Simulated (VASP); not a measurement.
Ge3P4:

```
Ge P
1.0
    -1.87073    2.00912    8.45928
     1.87073   -2.00912    8.45928
     1.87073    2.00912   -8.45928
Ge P
3 4
Direct
  0.68540 0.18540 0.50000
  0.31460 0.81460 0.50000
  0.50000 0.50000 0.00000
  0.86822 0.36822 0.50000
  0.13178 0.63178 0.50000
  0.93567 0.93567 0.00000
  0.06433 0.06433 0.00000
```

The cell was built by a generator and needn't be a form met in nature.

| Item | Value |
| --- | --- |
| Program | VASP 6.6.1 |
| Task | relaxation of cell and atoms |
| Functional | PBE |
| Potentials or basis | VASP PAW PBE potentials, release 64 (Ge_d, P) |
| Cutoff | 520 eV |
| k mesh | 5 × 5 × 5 |
| Occupations | gaussian, width 0.15 eV |
| Spin | no spin polarisation |

At the start: pressure 4.3 GPa; volume 18.17 Å³/atom.

Problem. How do energy, volume and symmetry change on relaxing?

Solution. Over 24 steps the energy falls by 169.0 meV/atom and the volume is 17.52 Å³/atom (-3.6 %); space group Immm (No. 71, to 0.05 Å).

The path:
```tsv
step	energy change (eV)	largest force (eV/Å)	pressure (GPa)	volume (Å³)
1	0.0000	1.2452	4.32	127.18
2	-0.4744	0.5223	-1.57	136.25
3	-0.5058	0.4845	-3.12	138.94
4	-0.7642	0.3947	-2.33	134.15
5	-1.0466	0.4066	-0.97	126.09
6	-0.6887	0.9738	9.11	108.94
7	-1.0824	0.3290	1.15	118.57
8	-1.1177	0.3213	0.89	121.76
9	-1.1280	0.1217	-1.22	123.50
10	-1.1292	0.1826	-0.72	122.95
11	-1.1480	0.1001	-0.66	122.08
12	-1.1561	0.0984	-0.11	120.88
13	-1.1559	0.1064	1.28	120.77
14	-1.1561	0.1117	0.36	120.84
15	-1.1641	0.1194	0.28	121.82
16	-1.1654	0.1228	-0.45	122.16
17	-1.1674	0.1073	0.36	121.77
18	-1.1674	0.1154	0.49	121.80
19	-1.1693	0.1021	0.22	121.88
20	-1.1724	0.0946	0.62	122.04
21	-1.1771	0.0614	0.43	122.34
22	-1.1790	0.0241	0.47	122.96
23	-1.1795	0.0264	-0.05	122.67
24	-1.1829	0.0253	0.22	122.66
```

Final structure:
```xyz
7
Lattice="-2.0717 1.6825 8.7975 2.0717 -1.6825 8.7975 2.0717 1.6825 -8.7975" Properties=species:S:1:pos:R:3 pbc="T T T"
Ge    0.0000    1.6825    3.5078
Ge    2.0717    0.0000    5.2896
Ge    0.0000    0.0000    8.7975
P     0.0000    1.6825    6.3077
P     2.0717    0.0000    2.4897
P     0.0000    0.0000   16.2726
P     0.0000    0.0000    1.3223
```

Caveat: the k mesh is coarse (spacing up to 0.46 Å⁻¹), so the values aren't converged.
